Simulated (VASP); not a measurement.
GeSe (space group Pnma): computed properties

The numbers are results of PBEsol GGA, VASP's PBE PAW potentials (set 64) (plane waves; VASP), not measurements.

For GeSe, the space group is Pnma (62) and the cell is a = 10.763 Å, b = 3.880 Å, c = 4.212 Å, α = 90.00°, β = 90.00°, γ = 90.00°. The volume per atom is 21.98 Å^3/atom. The band gap (over mesh and band path) is 0.32 eV. The smallest direct gap (over mesh and band path) is 0.72 eV and the density is 5.73 g/cm³.

```xyz
8
Lattice="10.7625 0.0000 0.0000 0.0000 3.8799 0.0000 0.0000 0.0000 4.2116" Properties=species:S:1:pos:R:3 pbc="T T T"
Ge     1.3029     0.9700     0.4213
Ge     9.4596     2.9099     3.7903
Ge     4.0783     2.9099     2.5271
Ge     6.6842     0.9700     1.6845
Se     9.2113     0.9700     2.0874
Se     1.5513     2.9099     2.1242
Se     6.9325     2.9099     4.1932
Se     3.8300     0.9700     0.0184
```

Without a dispersion term in the relaxation, distances and binding between the weakly bound layers, chains or molecules are unreliable, and so is what depends on them.

The structure comes from a computed database's GeSe entry (Pnma); how it stands against other phases isn't given here. It was relaxed first, which changed the volume by -12 %. Symmetry was kept, so distortions that lower it aren't found.
